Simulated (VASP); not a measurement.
A convergence study with VASP on SrTe (rock salt): one setting is varied, all else stays as given below, so the limit is that of these other settings. Each run relaxes cell and ions from the cell shown.

```xyz
2
Lattice="0.0000 3.3300 3.3300 3.3300 0.0000 3.3300 3.3300 3.3300 0.0000" Properties=species:S:1:pos:R:3 pbc="T T T"
Sr     0.0000     0.0000     0.0000
Te     3.3300     3.3300     3.3300
```

Computed with PBE GGA, VASP's PBE PAW potentials (set 64) (plane waves; VASP). The tightest run used: 550 eV cut-off, 11×11×11 Γ-centred mesh, Gaussian smearing of 0.050 eV, potentials Sr_sv Te.

Unless said otherwise, spin-orbit coupling is left out, though it shifts the bands of the heavy elements here. Gaps are read on the run's mesh, which can miss a band edge.

```csv
setting,relaxed volume (Å³/atom),E (eV/atom),gap on the mesh (eV),irreducible k-points
2×2×2 mesh,40.276,-3.8558,1.764,3
3×3×3 mesh,38.388,-4.0993,2.038,4
4×4×4 mesh,38.103,-4.1277,1.766,8
```

Question: These are the cheaper rows. Estimate the results at 11×11×11 mesh, and how far the last row shown lies from them.

Answer: 
```tsv
quantity	tightest run	last row shown is off by
relaxed volume (Å³/atom)	38.014	0.089
E (eV/atom)	-4.1344	0.0067
gap on the mesh (eV)	1.788	-0.023
```

Left out are rungs that failed or repeat a setting and relaxations that didn't move; long series are thinned to 24 rows.

The compound is SrTe in the rock salt structure.
